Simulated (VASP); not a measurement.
**GW-BSE spectrum of CaO (Lime)**

Wanted: the lowest vertical excitons of CaO (Lime) and its absorption. The cell is of the rock-salt type, one of the forms listed for this formula. The start is a cell from a database of measured crystal structures.

Main program and level: VASP 6.6.1; PBE; plane waves and PAW (Ca_sv_GW, O_GW), in the first sound run; inputs show where later runs differ.

## (1) Set-up

The structure is cubic, space group Fm-3m (No. 225). Conventional cell: a = 4.813 Å, b = 4.813 Å, c = 4.813 Å, α = 90.00°, β = 90.00°, γ = 90.00°. Nearest to Ca lie 6 O at 2.41 Å. Nearest to O lie 6 Ca at 2.41 Å. Farther neighbours and most contacts between anions are not listed.

## (2) Ground state

The orbitals come from a self-consistent PBE run with a tight EDIFF and a narrow smearing. KPOINTS_OPT adds the bands along a path, which shows whether the mesh holds the band edges.

The input, INCAR:

```
SYSTEM = CaO
PREC = Accurate
ENCUT = 440
EDIFF = 1E-08
NELM = 100
ISMEAR = 0
SIGMA = 0.01
LREAL = .FALSE.
ALGO = Normal
GGA = PE
NBANDS = 14
LORBIT = 11
LWAVE = .TRUE.
LCHARG = .FALSE.
KPAR = 8
```

The input, POSCAR:

```
CaO
1.0
    0.0000000000      2.4065000000      2.4065000000
    2.4065000000      0.0000000000      2.4065000000
    2.4065000000      2.4065000000      0.0000000000
Ca O
1 1
Direct
    0.0000000000      0.0000000000      0.0000000000
    0.5000000000      0.5000000000      0.5000000000
```

The input, KPOINTS:

```
Automatic mesh
0
Gamma
8 8 8
0 0 0
```

The input, KPOINTS_OPT:

```
Line mode
12
Line-mode
Reciprocal
  0.00000000   0.00000000   0.00000000 GAMMA
  0.50000000   0.00000000   0.50000000 X

  0.50000000   0.00000000   0.50000000 X
  0.50000000   0.25000000   0.75000000 W

  0.50000000   0.25000000   0.75000000 W
  0.37500000   0.37500000   0.75000000 K

  0.37500000   0.37500000   0.75000000 K
  0.00000000   0.00000000   0.00000000 GAMMA

  0.00000000   0.00000000   0.00000000 GAMMA
  0.50000000   0.50000000   0.50000000 L

  0.50000000   0.50000000   0.50000000 L
  0.62500000   0.25000000   0.62500000 U

  0.62500000   0.25000000   0.62500000 U
  0.50000000   0.25000000   0.75000000 W

  0.50000000   0.25000000   0.75000000 W
  0.50000000   0.50000000   0.50000000 L

  0.50000000   0.50000000   0.50000000 L
  0.37500000   0.37500000   0.75000000 K

  0.62500000   0.25000000   0.62500000 U
  0.50000000   0.00000000   0.50000000 X
```

PAW data sets: Ca_sv_GW and O_GW (PBE family, release 64).

Started as:

```
$ mpirun -np 8 vasp_std
```

What it wrote:

```text
[banner, memory and clock lines left out]
running    8 mpi-ranks, on    1 nodes
 distrk:  each k-point on    1 cores,    8 groups
 distr:  one band on    1 cores,    1 groups

 POSCAR found type information on POSCAR CaO
 POSCAR found :  2 types and       2 ions
|                                                                             |
|           W    W    AA    RRRRR   N    N  II  N    N   GGGG   !!!           |
|           W    W   A  A   R    R  NN   N  II  NN   N  G    G  !!!           |
|           W    W  A    A  R    R  N N  N  II  N N  N  G       !!!           |
|           W WW W  AAAAAA  RRRRR   N  N N  II  N  N N  G  GGG   !            |
|           WW  WW  A    A  R   R   N   NN  II  N   NN  G    G                |
|           W    W  A    A  R    R  N    N  II  N    N   GGGG   !!!           |
|                                                                             |
|     For optimal performance we recommend to set                             |
|       NCORE = 2 up to number-of-cores-per-socket                            |
|     NCORE specifies how many cores store one orbital (NPAR=cpu/NCORE).      |
|     This setting can greatly improve the performance of VASP for DFT.       |
|     The default, NCORE=1 might be grossly inefficient on modern             |
|     multi-core architectures or massively parallel machines. Do your        |
|     Unfortunately you need to use the default for GW and RPA                |
|     calculations (for HF NCORE is supported but not extensively tested      |
|     yet).                                                                   |
|                                                                             |

 LDA part: xc-table for (Slater+PW92), standard interpolation
 POSCAR, INCAR and KPOINTS ok, starting setup
 FFT: planning ... GRIDC
 FFT: planning ... GRID_SOFT
 FFT: planning ... GRID
 WAVECAR not read
 entering main loop
       N       E                     dE             d eps       ncg     rms          rms(c)
DAV:   1     0.174618693174E+03    0.17462E+03   -0.70633E+03   820   0.106E+03
DAV:   2    -0.858860103523E+01   -0.18321E+03   -0.16340E+03  1036   0.453E+02
DAV:   3    -0.216645678407E+02   -0.13076E+02   -0.12843E+02  1348   0.133E+02
DAV:   4    -0.218574248034E+02   -0.19286E+00   -0.19265E+00  1044   0.155E+01
DAV:   5    -0.218606186178E+02   -0.31938E-02   -0.31933E-02  1176   0.186E+00    0.127E+01
DAV:   6    -0.179725854239E+02    0.38880E+01   -0.11087E+01  1374   0.444E+01    0.146E+01
DAV:   7    -0.178404844007E+02    0.13210E+00   -0.60296E-01  1002   0.934E+00    0.727E+00
DAV:   8    -0.177708616184E+02    0.69623E-01   -0.19371E-01  1088   0.617E+00    0.136E+00
DAV:   9    -0.177714801353E+02   -0.61852E-03   -0.12325E-02  1312   0.186E+00    0.322E-01
DAV:  10    -0.177712247834E+02    0.25535E-03   -0.55350E-03  1098   0.115E+00    0.859E-02
DAV:  11    -0.177711682702E+02    0.56513E-04   -0.28572E-04  1004   0.305E-01    0.345E-02
DAV:  12    -0.177711891248E+02   -0.20855E-04   -0.79054E-05  1050   0.113E-01    0.334E-02
DAV:  13    -0.177711873488E+02    0.17760E-05   -0.10411E-05  1202   0.546E-02    0.182E-02
DAV:  14    -0.177711875442E+02   -0.19542E-06   -0.52859E-07  1252   0.123E-02    0.370E-03
DAV:  15    -0.177711877212E+02   -0.17702E-06   -0.12323E-07  1118   0.363E-03    0.254E-03
DAV:  16    -0.177711876686E+02    0.52653E-07   -0.52586E-09   544   0.777E-04    0.119E-03
DAV:  17    -0.177711876359E+02    0.32733E-07   -0.73357E-10   472   0.480E-04    0.216E-04
DAV:  18    -0.177711876269E+02    0.89619E-08   -0.10046E-09   466   0.426E-04
   1 F= -.17771188E+02 E0= -.17771188E+02  d E =-.581187E-15
 Start KPOINTS_OPT (optional k-point list driver)
k-point batch [1-29\120]
       N       E                     dE             ncg
DAV:   1     0.109834432614E+04   -0.12907E+05      812
DAV:   2    -0.383377844542E+04   -0.49321E+04      936
DAV:   3    -0.431328468352E+04   -0.47951E+03     1378
DAV:   4    -0.432354326969E+04   -0.10259E+02     1022
DAV:   5    -0.432370447254E+04   -0.16120E+00     1206
DAV:   6    -0.432370757630E+04   -0.31038E-02     1004
DAV:   7    -0.432370765677E+04   -0.80474E-04     1194
DAV:   8    -0.432370765831E+04   -0.15409E-05     1046
DAV:   9    -0.432370765835E+04   -0.34330E-07      968
DAV:  10    -0.432370765835E+04    0.60027E-10      616
[...]
k-point batch [117-120\120]
       N       E                     dE             ncg
DAV:   1     0.148947402567E+05   -0.29189E+04      112
DAV:   2     0.142784736930E+05   -0.61627E+03      128
DAV:   3     0.142015898653E+05   -0.76884E+02      208
DAV:   4     0.142002647901E+05   -0.13251E+01      144
DAV:   5     0.142002554164E+05   -0.93736E-02      160
DAV:   6     0.142002549389E+05   -0.47754E-03      144
DAV:   7     0.142002549336E+05   -0.52746E-05      160
DAV:   8     0.142002549334E+05   -0.22486E-06      144
DAV:   9     0.142002549334E+05   -0.33851E-08      152
 writing wavefunctions
```

Wall time 7.4 s (8 MPI ranks of Intel Xeon Platinum 8259CL at 2.50GHz (Skylake/Cascade Lake), shared host); peak memory 1.2 GiB.

Lines that name or quote the potential files are left out of all logs, and their timing lines are given in words.

From OUTCAR (step 2):

```text
ion  position               nearest neighbor table
   1  0.000  0.000  0.000-   2 2.41   2 2.41   2 2.41   2 2.41   2 2.41   2 2.41
   2  0.500  0.500  0.500-   1 2.41   1 2.41   1 2.41   1 2.41   1 2.41   1 2.41

  LATTYP: Found a face centered cubic cell.
 ALAT       =     4.8130000000

 Subroutine GETGRP returns: Found 48 space group operations
 (whereof 48 operations were pure point group operations)

The static configuration has the point symmetry O_h .

 Found     29 irreducible k-points:

   k-points           NKPTS =     29   k-points in BZ     NKDIM =     29   number of bands    NBANDS=     14

   dimension x,y,z NGX =    24 NGY =   24 NGZ =   24
   dimension x,y,z NGXF=    48 NGYF=   48 NGZF=   48

   ENCUT  =  440.0 eV  32.34 Ry    5.69 a.u.   5.82  5.82  5.82*2*pi/ulx,y,z

   NELECT =      16.0000    total number of electrons

 k-points in reciprocal lattice and weights: Automatic mesh
   0.00000000  0.00000000  0.00000000       0.002
   0.12500000  0.00000000  0.00000000       0.016
   0.25000000  0.00000000  0.00000000       0.016
   0.37500000  0.00000000  0.00000000       0.016
   0.50000000  0.00000000  0.00000000       0.008
   0.12500000  0.12500000  0.00000000       0.012
   0.25000000  0.12500000  0.00000000       0.047
   0.37500000  0.12500000  0.00000000       0.047
   0.50000000  0.12500000  0.00000000       0.047
[...]
-0.37500000  0.50000000  0.12500000       0.023
  -0.25000000  0.50000000  0.25000000       0.012

 average (electrostatic) potential at core
       1 -92.2567       2 -68.0019

 E-fermi :   4.6388

 k-point     1 :       0.0000    0.0000    0.0000
  band No.  band energies     occupation
    ...
      4     -13.8309      2.00000
      5     -10.9242      2.00000
      6       4.5890      2.00000
      7       4.5890      2.00000
      8       4.5890      2.00000
      9       9.2864      0.00000
     10      10.8150      0.00000
     11      10.8150      0.00000
     12      10.8150      0.00000
     13      12.3084      0.00000
    ...

 k-point     2 :       0.1250    0.0000    0.0000
  band No.  band energies     occupation
    ...
      4     -13.8396      2.00000
      5     -10.7101      2.00000
      6       4.0588      2.00000
      7       4.3809      2.00000
      8       4.3809      2.00000
      9       9.9652      0.00000
     10      10.7737      0.00000
     11      11.0762      0.00000
     12      11.0762      0.00000
     13      12.6716      0.00000
    ...

 k-point     3 :       0.2500    0.0000    0.0000
  band No.  band energies     occupation
    ...
      4     -13.8585      2.00000
      5     -10.2719      2.00000
      6       3.0681      2.00000
      7       3.9379      2.00000
      8       3.9379      2.00000
      9      10.8360      0.00000
     10      11.4168      0.00000
     11      11.7626      0.00000
     12      11.7626      0.00000
     13      13.5469      0.00000
    ...

  Total       -0.3067734     -0.3067734     -0.3067734      0.0000000      0.0000000      0.0000000
  in kB      -17.6335862    -17.6335862    -17.6335862      0.0000000      0.0000000      0.0000000
  external PRESSURE =     -17.6335862 kB  Pullay stress =       0.0000000 kB

  energy-cutoff  :      440.00
  volume of cell :       27.87
      direct lattice vectors                 reciprocal lattice vectors
     0.000000000  2.406500000  2.406500000    -0.207770621  0.207770621  0.207770621
     2.406500000  0.000000000  2.406500000     0.207770621 -0.207770621  0.207770621
     2.406500000  2.406500000  0.000000000     0.207770621  0.207770621 -0.207770621

 POSITION                                       TOTAL-FORCE (eV/Angst)
 -----------------------------------------------------------------------------------
      0.00000      0.00000      0.00000        -0.000000     -0.000000     -0.000000
      2.40650      2.40650      2.40650         0.000000      0.000000      0.000000
 -----------------------------------------------------------------------------------
    total drift:                                0.000000     -0.000000     -0.000000

  FREE ENERGIE OF THE ION-ELECTRON SYSTEM (eV)
  ---------------------------------------------------
  free  energy   TOTEN  =       -17.7711876269 eV

  energy  without entropy=      -17.7711876269  energy(sigma->0) =      -17.77118763

 total charge
# of ion       s       p       d       tot
------------------------------------------
    1        2.216   5.928   0.331   8.475
    2        1.534   3.413   0.000   4.947
--------------------------------------------------
tot          3.749   9.341   0.331  13.422

[... 3 further parts left out ...]
```

Numbers from this step:

```yaml
free_energy_toten: -17.77 eV
fermi_energy: 4.639 eV
pressure: -1.763 GPa
least_gap_on_mesh_and_path: 3.654 eV
least_direct_gap_on_mesh_and_path: 4.034 eV
```

The highest empty bands on the path are converged less tightly, to about 0.1 eV. The electronic bands at the labelled points (eV, zero at the valence-band top; v1 is the highest filled band, c1 the lowest empty one):

```
          point     v3     v2     v1    c1    c2    c3    c4
              Γ   0.00   0.00   0.00  4.70  6.23  6.23  6.23
0.45 of the way  -1.58  -0.27  -0.27  4.89  6.38  7.81  7.81
              X  -1.31  -0.38  -0.38  3.65  8.02  8.87  9.51
0.45 of the way  -1.27  -0.78  -0.62  4.35  8.23  8.45  9.31
              W  -1.27  -1.07  -1.07  6.31  6.31  8.36  9.51
0.45 of the way  -1.30  -1.17  -0.89  5.52  7.24  8.42  9.37
              K  -1.33  -1.22  -0.78  5.14  7.97  8.53  9.02
0.45 of the way  -1.91  -0.99  -0.64  6.18  7.17  7.36  8.15
              Γ   0.00   0.00   0.00  4.70  6.23  6.23  6.23
0.45 of the way  -1.34  -0.57  -0.57  6.19  6.57  7.03  7.03
              L  -2.61  -1.18  -1.18  7.04  8.34  8.34  8.45
0.45 of the way  -2.23  -1.15  -1.07  6.67  7.32  8.49  9.06
              U  -1.33  -1.22  -0.78  5.14  7.97  8.53  9.02
0.45 of the way  -1.31  -1.19  -0.86  5.41  7.42  8.45  9.31
              W  -1.27  -1.07  -1.07  6.31  6.31  8.36  9.51
0.45 of the way  -1.95  -1.11  -1.03  6.68  6.72  8.82  8.84
              L  -2.61  -1.18  -1.18  7.04  8.34  8.34  8.45
0.45 of the way  -2.23  -1.15  -1.07  6.67  7.32  8.49  9.06
              K  -1.33  -1.22  -0.78  5.14  7.97  8.53  9.02
      jump to U  -1.33  -1.22  -0.78  5.14  7.97  8.53  9.02
0.45 of the way  -1.29  -0.75  -0.52  4.16  8.24  8.83  9.17
              X  -1.31  -0.38  -0.38  3.65  8.02  8.87  9.51
```

Of the projections kept (Ca, O), the largest for each band there; the rest of the weight can lie on other orbitals:

```
point      v3      v2      v1       c1       c2       c3       c4
    Γ  O 0.99  O 0.99  O 0.99  Ca 0.78  Ca 1.00  Ca 1.00  Ca 1.00
    X  O 0.88  O 0.96  O 0.96  Ca 1.00  Ca 0.89  Ca 1.00  Ca 1.00
    W  O 0.82  O 0.88  O 0.88  Ca 0.82  Ca 0.82  Ca 0.92  Ca 1.00
    K  O 0.82  O 0.87  O 0.89  Ca 0.86  Ca 0.81  Ca 0.89  Ca 1.00
    Γ  O 0.99  O 0.99  O 0.99  Ca 0.78  Ca 1.00  Ca 1.00  Ca 1.00
    L  O 0.67  O 0.83  O 0.83  Ca 0.68  Ca 0.93  Ca 0.93  Ca 0.64
```

The electronic bands as a text plot (rows in eV, shown from -2.6 to 6.2 only):

```
    6.0 |++ +        ++      +++++++++       +              +
    5.7 |  +           +       +              +  +
    5.3 | + +           ++      +   +          ++            +
    4.9 |+          +            + +
    4.6 |    +                    +                           +
    4.2 |     +    +
    3.8 |      ++++                                            ++
    3.5 |
    3.1 |
    2.7 |
    2.4 |
    2.0 |
    1.6 |
    1.3 |
    0.9 |
    0.5 |
    0.1 |*                       **
   -0.2 |*********             *** ***                          *
   -0.6 | *       **         ****   * *                       ***
   -1.0 |  *        ************     * **   ***********   *****
   -1.3 |   *   **********               ***********  ***********
   -1.7 |    ***              *       *       *     *       *
   -2.1 |                 ****         *    **       *     *
   -2.4 |                               ****          *****
         Γ       X    W  K        Γ      L     U  W     L   K|U X
```

The cell has a gap of 3.65 eV on mesh and path.

## (3) Empty bands

The next step needs empty bands that the ground-state run didn't converge, so the Hamiltonian is diagonalised exactly for NBANDS bands, in a single step. LOPTICS writes the k-derivatives of the orbitals (WAVEDER), which give the long-wavelength limit of the screening.

The input, INCAR:

```
SYSTEM = CaO
PREC = Accurate
ENCUT = 440
ISMEAR = 0
SIGMA = 0.01
LREAL = .FALSE.
GGA = PE
NBANDS = 64
ALGO = Exact
NELM = 1
LWAVE = .TRUE.
LCHARG = .FALSE.
LOPTICS = .TRUE.
NEDOS = 1000
CSHIFT = 0.1
```

POSCAR is that of step 2.

KPOINTS is that of step 2.

Started as:

```
$ mpirun -np 8 vasp_std
```

What it wrote:

```text
[banner, memory and clock lines left out]
running    8 mpi-ranks, on    1 nodes
 distrk:  each k-point on    8 cores,    1 groups
 distr:  one band on    1 cores,    8 groups

 POSCAR found type information on POSCAR CaO
 POSCAR found :  2 types and       2 ions
 [... a notice as in an earlier step ...]

 LDA part: xc-table for (Slater+PW92), standard interpolation
 found WAVECAR, reading the header
  number of bands has changed, file:    14 present:    64
  trying to continue reading WAVECAR, but it might fail
 POSCAR, INCAR and KPOINTS ok, starting setup
 FFT: planning ... GRIDC
 FFT: planning ... GRID_SOFT
 FFT: planning ... GRID
 reading WAVECAR
 random initialization beyond band           14
 the WAVECAR file was read successfully
 initial charge from wavefunction
 entering main loop
       N       E                     dE             d eps       ncg     rms          rms(c)
DIA:   1    -0.177711876281E+02   -0.17771E+02    0.00000E+00     0   0.000E+00
   1 F= -.17771188E+02 E0= -.17771188E+02  d E =-.739705E-26
 writing wavefunctions
 optical routines
 imaginary and real dielectric function
 recalculating local potential from charge density
 direction            1
 direction            2
 direction            3
```

Elapsed: 6.8 s, on 8 MPI ranks; peak memory 1.1 GiB; 35 s of CPU time.

Parts of OUTCAR (step 3):

```text
The static configuration has the point symmetry O_h .

 Found     29 irreducible k-points:

   k-points           NKPTS =     29   k-points in BZ     NKDIM =     29   number of bands    NBANDS=     64

   NELECT =      16.0000    total number of electrons

 E-fermi :   4.6596

 k-point     3 :       0.2500    0.0000    0.0000
  band No.  band energies     occupation
    ...
      4     -13.8585      2.00000
      5     -10.2720      2.00000
      6       3.0681      2.00000
      7       3.9378      2.00000
      8       3.9379      2.00000
      9      10.8360      0.00000
     10      11.4168      0.00000
     11      11.7626      0.00000
     12      11.7626      0.00000
     13      13.5469      0.00000
    ...

 k-point     6 :       0.1250    0.1250    0.0000
  band No.  band energies     occupation
    ...
      4     -13.8642      2.00000
      5     -10.6723      2.00000
      6       3.7665      2.00000
      7       4.4699      2.00000
      8       4.4699      2.00000
      9      10.0317      0.00000
     10      10.2928      0.00000
     11      11.3783      0.00000
     12      11.3783      0.00000
     13      12.4599      0.00000
    ...

  Total       -0.3067203     -0.3067203     -0.3067203      0.0000000     -0.0000000      0.0000000
  in kB      -17.6305340    -17.6305340    -17.6305340      0.0000000     -0.0000000      0.0000000
  external PRESSURE =     -17.6305340 kB  Pullay stress =       0.0000000 kB

 POSITION                                       TOTAL-FORCE (eV/Angst)
 -----------------------------------------------------------------------------------
      0.00000      0.00000      0.00000         0.000000      0.000000      0.000000
      2.40650      2.40650      2.40650         0.000000      0.000000      0.000000
 -----------------------------------------------------------------------------------
    total drift:                                0.000000     -0.000000     -0.000000

  FREE ENERGIE OF THE ION-ELECTRON SYSTEM (eV)
  ---------------------------------------------------
  free  energy   TOTEN  =       -17.7711876281 eV

  energy  without entropy=      -17.7711876281  energy(sigma->0) =      -17.77118763

 plasma frequency squared (from intraband transitions) (eV^2)
  --------------------------------------------------------------------------------------
       0.000       0.000       0.000
       0.000       0.000      -0.000
       0.000      -0.000       0.000

[... 12 parts as in an earlier step ...]
```

The gap is read on the k-mesh alone, so it is an upper bound where the band edges lie off the mesh.

Numbers from this step:

```yaml
gap_on_the_k_mesh: 3.654 eV
least_direct_gap_on_the_k_mesh: 4.034 eV
```

WAVECAR now holds 64 bands for 16 electrons. Its independent-particle dielectric tensor has xx, yy, zz = 3.9, 3.9, 3.9 on this mesh, which isn't tested for convergence in mesh or bands and lacks local fields.

(Continued in part 2 of 3.)

[Lines on the potential files, build, host, timing and source positions are cut from VASP's logs without a mark.]

[Logs are printed without paths, hosts, clocks, repeated set-up lines and the standing remarks that a program may print on its own settings, such as how far it seeks lower states.]

[Hosts, paths, dates, database ids (printed as entryN), source tags and the programs' standing remarks are cut or masked in the printed files.]

[Pressures printed for these runs are not shown converged in the cutoff: they can be off by several GPa and have the wrong sign.]
